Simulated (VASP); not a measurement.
Runs of VASP 6.6.1 on BeC3N3. All rows change the cell; the cell of one of them follows. Symmetry: Pm-3m, No. 221, cubic system. The conventional cell has a = 3.629 Å, b = 3.629 Å, c = 3.629 Å, α = 90.00°, β = 90.00°, γ = 90.00°. Be (site symmetry m-3m) has 6 C at 1.81 Å as nearest neighbours. C (site symmetry 4/mmm) is surrounded by 2 Be at 1.81 Å and 4 N at 1.81 Å. Around N (site symmetry 4/mmm) lie 4 C at 1.81 Å. The cell was built by a generator and needn't be a form met in nature.

| task | cell | k mesh | cutoff (eV) | gap on the mesh (eV) | pressure (GPa) | relaxed volume (Å³/atom) |
| --- | --- | --- | --- | --- | --- | --- |
| single point | species swapped into the Ca3AsCl3 type (Pm-3m, No. 221) | 10 × 10 × 10 | 520 | none | (a) | - |
| relaxation of cell and atoms | relaxed from: species swapped into the Ca3AsCl3 type (Pm-3m, No. 221) | 10 × 10 × 10 | 600 | none | -0.2 | 6.83 |
| single point | species swapped into the Ca3AsCl3 type (Pm-3m, No. 221) | 6 × 6 × 6 | 520 | none | 0.0 | - |
| relaxation of cell and atoms | relaxed from: species swapped into the Ca3AsCl3 type (Pm-3m, No. 221) | 6 × 6 × 6 | 600 | none | 0.2 | 6.72 |

Alike in all rows: level PBE; potentials or basis VASP PAW PBE potentials, release 64 (Be, C, N); no spin polarisation; smearing gaussian 0.1 eV.

Q: Estimate the missing entries.

A: (a) 0.1.

A gap of «none» marks a metal or a gap under the smearing width.
